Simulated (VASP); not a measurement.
The system is SrClO.

```
Sr Cl O
1.0
     4.27242    0.00000    0.00000
    -2.13621    3.70002    0.00000
     0.00000    0.00000    9.65074
Sr Cl O
2 2 2
Cartesian
  2.1362 1.2333 4.2379
  0.0000 2.4667 9.0633
  2.1362 1.2333 7.2298
  0.0000 2.4667 2.4045
  0.0000 0.0000 9.5015
  0.0000 0.0000 4.6761
```

The cell comes from a database or a generator and needn't be the stable form of this composition.

| Property | Result |
| --- | --- |
| Program | VASP 6.6.1 |
| Task | single point |
| Functional | PBE |
| Potentials or basis | VASP PAW PBE potentials, release 64 (Sr_sv, Cl, O) |
| Cutoff | 520 eV |
| k mesh | 7 × 7 × 3 |
| Occupations | fermi-dirac, width 0.05 eV |
| Spin | no spin polarisation |

On this cell: pressure -1.0 GPa; largest force 0.105 eV/Å; band gap on the k mesh none (metal or under the smearing width).

The same run follows on a disturbed copy (atoms moved at random, drawn with an rms of 0.05 Å):

```xyz
6
Lattice="4.2724 0.0000 0.0000 -2.1362 3.7000 0.0000 0.0000 0.0000 9.6507" Properties=species:S:1:pos:R:3 pbc="T T T"
Sr    2.0950    1.1756    4.2059
Sr   -0.0084    2.4846    9.0353
Cl    2.1537    1.2184    7.1869
Cl   -0.0195    2.4843    2.3920
O    -0.0275   -0.0220    9.4786
O    -0.0079    0.0002    4.6776
```

Task: What does the disturbed cell give?

Result: The energy (extrapolated to zero smearing) moves by +3.1 meV/atom; pressure -1.0 GPa; largest force 0.307 eV/Å; band gap on the k mesh none (metal or under the smearing width).

Forces in eV/Å, atoms in the order of the input:
```
Sr   0.141  0.233  0.142
Sr  -0.060 -0.146  0.095
Cl  -0.015  0.011  0.064
Cl  -0.011 -0.052 -0.036
O    0.076  0.120 -0.121
O   -0.131 -0.166 -0.144
```

Stress tensor (GPa, compression positive):
```
-1.26  0.21  0.04
 0.21 -1.71  0.06
 0.04  0.06 -0.09
```
